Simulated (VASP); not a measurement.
```yaml
crystal:
  lattice:
    - [0.00000, 3.22317, 3.22317]
    - [3.22317, 0.00000, 3.22317]
    - [3.22317, 3.22317, 0.00000]
  atoms:
    - { symbol: Na, position: [0.00000, 0.00000, 0.00000] }
    - { symbol: I, position: [0.50000, 0.50000, 0.50000] }
```

Level of theory: r2SCAN meta-GGA, VASP's PBE PAW potentials (set 64) (plane waves; VASP). Settings: 400 eV cut-off, 8×8×8 Γ-centred mesh, tetrahedra with Blöchl corrections, potentials Na_pv I.

Unless said otherwise, spin-orbit coupling is left out, though it shifts the bands of the heavy elements here.

Task: Give the energies of bands 5 to 10 at the high-symmetry points, in eV from the valence-band maximum.

Result: 
```json
[
 {"band": "5", "Γ": "0.00", "X": "-1.98", "U": "-1.70", "L": "-2.23", "W": "-1.46"},
 {"band": "6", "Γ": "0.00", "X": "-0.78", "U": "-1.38", "L": "-0.30", "W": "-1.46"},
 {"band": "7", "Γ": "0.00", "X": "-0.78", "U": "-0.63", "L": "-0.30", "W": "-0.95"},
 {"band": "8", "Γ": "4.48", "X": "5.24", "U": "5.90", "L": "5.70", "W": "6.60"},
 {"band": "9", "Γ": "8.47", "X": "6.00", "U": "7.28", "L": "8.08", "W": "8.07"},
 {"band": "10", "Γ": "8.47", "X": "10.81", "U": "9.43", "L": "8.08", "W": "8.07"}
]
```

The gap is direct, 4.48 eV, from the valence maximum at Γ to the conduction minimum at Γ.

Measured: gap 5.90 eV (computed value off by -1.42 eV), as given by Abedi et al., (2022), arXiv:2211.14644.

The compound is NaI in the rock salt structure. It was relaxed first.
